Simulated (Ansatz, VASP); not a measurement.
# Cross-check of SnSe2 between VASP and Ansatz, part 2 of 2

Wanted: the spread between two codes on one cell, functional and k mesh. The cell is generated by rule, not measured, and may not be a known phase. Of the first pair: The cell is taken from a series of runs on this material, whose earlier steps may have relaxed, scaled, displaced or heated it; both programs get it as it stands.

VASP 6.6.1 and Ansatz 0.2.0.

So far: Starting point; Ansatz: relaxation of cell and atoms, PBEsol, pair 1; VASP: relaxation of cell and atoms, PBEsol, pair 1; Differences.

## 5. Ansatz: relaxation of cell and atoms, PBEsol, pair 2

Level of this step: Ansatz beside VASP: Kohn-Sham DFT, plane waves, PBEsol (Ansatz).

The relaxed volume is the usual yardstick between codes: in a stiff, nearly cubic crystal its relative difference is about their pressure difference at one cell divided by the bulk modulus. This pair takes another cell of the material, with 6 atoms against 3 for the pair before.

The cell is taken from a series of runs on this material, whose earlier steps may have relaxed, scaled, displaced or heated it; both programs get it as it stands.

File input.yaml:

```yaml
crystal:
  lattice:
    - [3.940011569, 0.0, 0.0]
    - [0.0, 3.940011569, 0.0]
    - [0.0, 0.0, 10.9779282691]
  atoms:
    - { symbol: Sn, position: [0.0, 0.0, 0.0] }
    - { symbol: Sn, position: [0.5, 0.5, 0.5] }
    - { symbol: Se, position: [0.0, 0.5, 0.8502952496] }
    - { symbol: Se, position: [0.5, 0.0, 0.1497047504] }
    - { symbol: Se, position: [0.0, 0.5, 0.3502952496] }
    - { symbol: Se, position: [0.5, 0.0, 0.6497047504] }
kpoints:
  mp_grid: { grid: [10, 10, 4] }
hamiltonian:
  xc: pbesol
scf:
  occupations: { method: methfessel_paxton, width: 0.2 }
output:
  forces: true
  stress: true
  eigenvalues: true
relax:
  adjacent_minimum: "off"
  f_tol: 0.001
  max_steps: 60
  cell: { stress_tol: 0.01 }
```

Run with:

```bash
$ ansatz run input.yaml --threads 4 --pin off --max-ram 7168MiB --backend cpu --events-out ev --progress --plain --runs-dir out
```

Numbers of over 12 decimals in the logs are rounded to 6 here.

Log:

```text
[...]
Crystal: 6 atoms, lattice volume = 170.418 Å³
Basis set: ecut = 420 eV, 3381 PW (Γ), exchange–correlation on 54×54×150 points (8 copies of the dense FFT grid, shifted against one another)
Bands: 56, of which v1, the nominal top of the filled ones, is band 46 counted from 1 (45 counted from 0)
Symmetry: 16 space group operations
[...]
k-points: 63 of 400
[...]
cell:  # Å, volume = 170.4529 Å³
    - [3.938449, 0, 0.0]
    - [0, 3.938449, 0.0]
    - [0.0, 0.0, 10.988890]
  atoms:
    - { symbol: Sn, position: [0, 0, 0] }
    - { symbol: Sn, position: [0.500000, 0.500000, 0.5] }
    - { symbol: Se, position: [0, 0.500000, 0.850372] }
    - { symbol: Se, position: [0.500000, 0, 0.149628] }
    - { symbol: Se, position: [0, 0.500000, 0.350372] }
    - { symbol: Se, position: [0.500000, 0, 0.649628] }
[key lines of the parts left out:]
SCF converged after 6 iterations
Free energy (F): -33597.923873 eV
Fermi energy:    7.266496 eV
P = ⅓ Tr σ = 0.0002 GPa (0.002 kbar)
```

## 6. VASP: relaxation of cell and atoms, PBEsol, pair 2

The same cell, functional, mesh and smearing now go to VASP, with its own data sets.

File INCAR:

```
SYSTEM = SnSe2
PREC = Accurate
ENCUT = 500
EDIFF = 1E-07
NELM = 120
ISMEAR = 1
SIGMA = 0.2
LREAL = .FALSE.
ALGO = Normal
GGA = PS
NBANDS = 32
LORBIT = 11
LWAVE = .FALSE.
LCHARG = .FALSE.
ISIF = 3
IBRION = 2
NSW = 80
EDIFFG = -0.005
LASPH = .TRUE.
GGA_COMPAT = .FALSE.
NELMIN = 4
KPAR = 2
```

File POSCAR:

```
SnSe2
1.0
    3.9400120000      0.0000000000      0.0000000000
    0.0000000000      3.9400120000      0.0000000000
    0.0000000000      0.0000000000     10.9779280000
Sn Se
2 4
Direct
    0.0000000000      0.0000000000      0.0000000000
    0.5000000000      0.5000000000      0.5000000000
    0.0000000000      0.5000000000      0.8502952470
    0.5000000000      0.0000000000      0.1497047530
    0.0000000000      0.5000000000      0.3502952470
    0.5000000000      0.0000000000      0.6497047530
```

File KPOINTS:

```
Automatic mesh
0
Gamma
10 10 4
0 0 0
```

Potentials, in the order of the species: Sn_d and Se (PBE family, release 64).

Run with:

```bash
$ mpirun -np 2 vasp_std
```

Log:

```text
[banner, memory and clock lines left out]
running    2 mpi-ranks, on    1 nodes
[...]
[... a notice as in an earlier step ...]

 LDA part: xc-table for (Slater+PW92), standard interpolation
 POSCAR, INCAR and KPOINTS ok, starting setup
[...]
entering main loop
       N       E                     dE             d eps       ncg     rms          rms(c)
DAV:   1     0.487847798453E+03    0.48785E+03   -0.22971E+04  4104   0.177E+03
DAV:   2     0.469268049135E+02   -0.44092E+03   -0.42951E+03  4200   0.474E+02
DAV:   3    -0.226425733489E+02   -0.69569E+02   -0.67513E+02  4952   0.166E+02
DAV:   4    -0.261080007240E+02   -0.34654E+01   -0.34450E+01  4536   0.412E+01
[...]
DAV:  12    -0.254546561556E+02   -0.13026E-05   -0.50493E-06  4848   0.127E-02    0.873E-03
DAV:  13    -0.254546567053E+02   -0.54976E-06   -0.24265E-06  4552   0.854E-03    0.183E-03
DAV:  14    -0.254546566862E+02    0.19110E-07   -0.21496E-07  3576   0.253E-03
   1 F= -.25454657E+02 E0= -.25456722E+02  d E =-.254547E+02
[...]
DAV:   5    -0.254547014475E+02    0.48461E-05   -0.25187E-06  5528   0.136E-02    0.232E-03
DAV:   6    -0.254547012449E+02    0.20259E-06   -0.51670E-07  4160   0.572E-03    0.889E-04
DAV:   7    -0.254547012169E+02    0.28015E-07   -0.28869E-08  2664   0.139E-03
   2 F= -.25454701E+02 E0= -.25456762E+02  d E =-.445307E-04
 trial-energy change:   -0.000045  1 .order   -0.000047   -0.000236    0.000142
 step:   0.6150(harm=  0.6248)  dis= 0.00059  next Energy=   -25.454729 (dE=-0.720E-04)
[...]
N       E                     dE             d eps       ncg     rms          rms(c)
DAV:   1    -0.254548868793E+02   -0.18563E-03   -0.42930E-03  5168   0.757E-01    0.745E-02
DAV:   2    -0.254547642987E+02    0.12258E-03   -0.31007E-04  5216   0.216E-01    0.331E-02
DAV:   3    -0.254547290022E+02    0.35296E-04   -0.98443E-05  5344   0.113E-01    0.793E-03
DAV:   4    -0.254547291515E+02   -0.14925E-06   -0.63764E-06  4632   0.172E-02    0.324E-03
DAV:   5    -0.254547295021E+02   -0.35060E-06   -0.32251E-07  3848   0.525E-03    0.860E-04
DAV:   6    -0.254547296003E+02   -0.98255E-07   -0.11404E-07  2664   0.319E-03
   3 F= -.25454730E+02 E0= -.25456792E+02  d E =-.729141E-04
[...]
reached required accuracy - stopping structural energy minimisation
```

Parts of OUTCAR (step 6):

```text
  Total       -0.0209793     -0.0209793      0.0028735      0.0000000      0.0000000      0.0000000
  in kB       -0.1970235     -0.1970235      0.0269860      0.0000000      0.0000000      0.0000000
  external PRESSURE =      -0.1223537 kB  Pullay stress =       0.0000000 kB

 POSITION                                       TOTAL-FORCE (eV/Angst)
 -----------------------------------------------------------------------------------
      0.00000      0.00000     10.98464        -0.000000     -0.000000      0.000000
      1.97046      1.97046      5.49232         0.000000      0.000000      0.000000
      0.00000      1.97046      9.33959        -0.000000      0.000000     -0.003981
      1.97046      0.00000      1.64505        -0.000000      0.000000      0.003981
      0.00000      1.97046      3.84727        -0.000000     -0.000000     -0.003981
      1.97046      0.00000      7.13737        -0.000000      0.000000      0.003981
 -----------------------------------------------------------------------------------
    total drift:                                0.000000      0.000000      0.000000

  FREE ENERGIE OF THE ION-ELECTRON SYSTEM (eV)
  ---------------------------------------------------
  free  energy   TOTEN  =       -25.4547296003 eV

  energy  without entropy=      -25.4609172202  energy(sigma->0) =      -25.45679214

[... 1 part as in an earlier step ...]

[... 3 further parts left out ...]
[key lines of the parts left out:]
E-fermi :   3.6908
```

## 7. Differences

What differs besides the data sets and the points named for the pairs above, as far as they apply: the data sets hold 92 valence electrons in Ansatz (on its default PAW (the set named soft_2) files) and 52 in VASP. Total energies have different zeros and are not compared.

The two programs side by side:

```csv
quantity,Ansatz,VASP,difference
volume (Å³),170.45,170.60,-0.09 %
"edge a after relaxation, in the typed setting (Å)",3.938,3.941,-0.06 %
"edge c after relaxation, in the typed setting (Å)",10.989,10.985,+0.04 %
```

## 8. Ansatz: relaxation of cell and atoms, PBEsol, pair 3

The relaxed volume is the usual yardstick between codes: in a stiff, nearly cubic crystal its relative difference is about their pressure difference at one cell divided by the bulk modulus. Its start cell is another than that of the pair before, and may be another structure of the material.

The two relaxations start from unlike cells of this crystal, so only their ends are compared.

File input.yaml:

```yaml
crystal:
  lattice:
    - [0.0, -3.377823094, -3.377823094]
    - [0.0, 3.377823094, -3.377823094]
    - [6.755646188, 0.0, 0.0]
  atoms:
    - { symbol: Sn, position: [0.0, 0.0, 0.0] }
    - { symbol: Sn, position: [0.5, 0.5, 0.5] }
    - { symbol: Se, position: [0.0, 0.5, 0.8166109485] }
    - { symbol: Se, position: [0.5, 0.0, 0.1833890515] }
    - { symbol: Se, position: [1.0, 0.5, 0.3166109485] }
    - { symbol: Se, position: [0.5, 0.0, 0.6833890515] }
kpoints:
  mp_grid: { grid: [8, 8, 6] }
hamiltonian:
  xc: pbesol
scf:
  occupations: { method: methfessel_paxton, width: 0.2 }
output:
  forces: true
  stress: true
  eigenvalues: true
relax:
  adjacent_minimum: "off"
  f_tol: 0.002
  max_steps: 120
  cell: { stress_tol: 0.03 }
```

Run with:

```bash
$ ansatz run input.yaml --threads 4 --pin off --max-ram 7168MiB --backend cpu --events-out ev --progress --plain --runs-dir out
```

Log:

```text
[...]
Crystal: 6 atoms, lattice volume = 154.160 Å³
Basis set: ecut = 420 eV, 2983 PW (Γ), exchange–correlation on 64×64×96 points (8 copies of the dense FFT grid, shifted against one another)
Bands: 56, of which v1, the nominal top of the filled ones, is band 46 counted from 1 (45 counted from 0)
Symmetry: 16 space group operations
[...]
k-points: 60 of 384
[...]
cell:  # Å, volume = 170.4180 Å³
    - [0, -2.786009, -2.786009]
    - [0, 2.786009, -2.786009]
    - [10.977928, 0, 0.0]
  atoms:
    - { symbol: Sn, position: [0, 0, 6.419532002202018e-19] }
    - { symbol: Sn, position: [0.500000, 0.500000, 0.5] }
    - { symbol: Se, position: [0.0, 0.500000, 0.850295] }
    - { symbol: Se, position: [0.500000, 0.0, 0.149705] }
    - { symbol: Se, position: [1.0, 0.500000, 0.350295] }
    - { symbol: Se, position: [0.500000, 0.0, 0.649705] }
[key lines of the parts left out:]
SCF converged after 7 iterations
Free energy (F): -33597.921942 eV
Fermi energy:    7.278386 eV
P = ⅓ Tr σ = 0.0059 GPa (0.059 kbar)
```

## 9. VASP: relaxation of cell and atoms, PBEsol, pair 3

Its own start cell and the same functional, mesh and smearing now go to VASP, with its own data sets.

INCAR is that of step 6.

File POSCAR:

```
SnSe2
1.0
    0.0000000000     -2.8173162767     -2.8173162767
    0.0000000000      2.8173162767     -2.8173162767
   10.5252500409      0.0000000000      0.0000000000
Sn Se
2 4
Direct
    0.0000000000      0.0000000000      0.0000000000
    0.5000000000      0.5000000000      0.5000000000
    0.0000000000      0.5000000000      0.8454243882
    0.5000000000      0.0000000000      0.1545756118
    0.0000000000      0.5000000000      0.3454243882
    0.5000000000      0.0000000000      0.6545756118
```

File KPOINTS:

```
Automatic mesh
0
Gamma
8 8 6
0 0 0
```

Run with:

```bash
$ mpirun -np 2 vasp_std
```

Log:

```text
[... set-up lines as in an earlier step ...]
 entering main loop
       N       E                     dE             d eps       ncg     rms          rms(c)
DAV:   1     0.489392448600E+03    0.48939E+03   -0.23100E+04  3912   0.178E+03
DAV:   2     0.478742939178E+02   -0.44152E+03   -0.42973E+03  3944   0.475E+02
DAV:   3    -0.225437167198E+02   -0.70418E+02   -0.68710E+02  4728   0.167E+02
DAV:   4    -0.260639101402E+02   -0.35202E+01   -0.35004E+01  4400   0.412E+01
[...]
DAV:  12    -0.254377978746E+02   -0.87798E-06   -0.52172E-06  4680   0.146E-02    0.792E-03
DAV:  13    -0.254377982549E+02   -0.38029E-06   -0.20303E-06  3992   0.816E-03    0.141E-03
DAV:  14    -0.254377982341E+02    0.20726E-07   -0.20066E-07  3192   0.261E-03
   1 F= -.25437798E+02 E0= -.25439444E+02  d E =-.254378E+02
[... from here on, the cycles between the ionic steps are left out ...]
   2 F= -.25440013E+02 E0= -.25441655E+02  d E =-.221452E-02
   3 F= -.25440076E+02 E0= -.25441717E+02  d E =-.227764E-02
   8 F= -.25448996E+02 E0= -.25450629E+02  d E =-.239826E-02
   9 F= -.25451428E+02 E0= -.25453135E+02  d E =-.483073E-02
  10 F= -.25451625E+02 E0= -.25453362E+02  d E =-.502702E-02
  11 F= -.25451156E+02 E0= -.25452889E+02  d E =0.468356E-03
  12 F= -.25452236E+02 E0= -.25453971E+02  d E =-.611094E-03
  13 F= -.25452296E+02 E0= -.25454023E+02  d E =-.598721E-04
  14 F= -.25452315E+02 E0= -.25454034E+02  d E =-.792858E-04
  15 F= -.25452316E+02 E0= -.25454036E+02  d E =-.800038E-04
  16 F= -.25452316E+02 E0= -.25454040E+02  d E =0.182173E-06
  17 F= -.25452322E+02 E0= -.25454045E+02  d E =-.664399E-05
[...]
reached required accuracy - stopping structural energy minimisation
```

From OUTCAR (step 9):

```text
  Total        0.0167327      0.0138343      0.0138343      0.0000000      0.0000000      0.0000000
  in kB        0.1574403      0.1301694      0.1301694      0.0000000      0.0000000      0.0000000
  external PRESSURE =       0.1392597 kB  Pullay stress =       0.0000000 kB

 POSITION                                       TOTAL-FORCE (eV/Angst)
 -----------------------------------------------------------------------------------
      0.00000     -0.00000     -0.00000         0.000000      0.000000      0.000000
      5.48096     -0.00000     -2.78690         0.000000     -0.000000     -0.000000
      9.31653      1.39345     -1.39345         0.002837     -0.000000     -0.000000
      1.64539     -1.39345     -1.39345        -0.002837      0.000000      0.000000
      3.83557      1.39345     -1.39345         0.002837     -0.000000     -0.000000
      7.12636     -1.39345     -1.39345        -0.002837      0.000000      0.000000
 -----------------------------------------------------------------------------------
    total drift:                                0.000000      0.000000     -0.000000

  FREE ENERGIE OF THE ION-ELECTRON SYSTEM (eV)
  ---------------------------------------------------
  free  energy   TOTEN  =       -25.4523224518 eV

  energy  without entropy=      -25.4574895137  energy(sigma->0) =      -25.45404481

[... 1 part as in an earlier step ...]

[... 3 further parts left out ...]
[key lines of the parts left out:]
E-fermi :   3.7217
```

## 10. Side by side

What differs besides the data sets and the points named for the pairs above, as far as they apply: the data sets hold 92 valence electrons in Ansatz (on its default PAW (the set named soft_2) files) and 52 in VASP. Total energies have different zeros and are not compared.

Compared:

```csv
quantity,Ansatz,VASP,difference
volume (Å³),170.42,170.28,+0.08 %
"edge a after relaxation, in the typed setting (Å)",3.940,3.941,-0.03 %
"edge c after relaxation, in the typed setting (Å)",10.978,10.962,+0.15 %
```

## 11. What came out

| Quantity | Value |
| --- | --- |
| difference in volume (relaxation of cell and atoms, PBEsol, pair 1) | -0.19 % |
| difference in volume (relaxation of cell and atoms, PBEsol, pair 2) | -0.087 % |
| difference in edge c after relaxation, in the typed setting (relaxation of cell and atoms, PBEsol, pair 3) | 0.15 % |

What this shows: The difference in volume is -0.19 % (relaxation of cell and atoms, PBEsol, pair 1), within the 1.2 % picked in this series as the mark of a large difference, as far as the stopping tolerances let one tell. The data sets hold unlike numbers of valence electrons (46 in Ansatz and 26 in VASP and 92 in Ansatz and 52 in VASP), so part of the differences comes from the potentials. 1 further run of this series is not shown here. How closely two codes agree says nothing of how well the functional describes the real material.

[Lines on the potential files, build, host, timing and source positions are cut from VASP's logs without a mark.]

[Logs are printed without paths, hosts, clocks, repeated set-up lines and the standing remarks that a program may print on its own settings, such as how far it seeks lower states.]

[Hosts, paths, dates, database ids (printed as entryN), source tags and the programs' standing remarks are cut or masked in the printed files.]
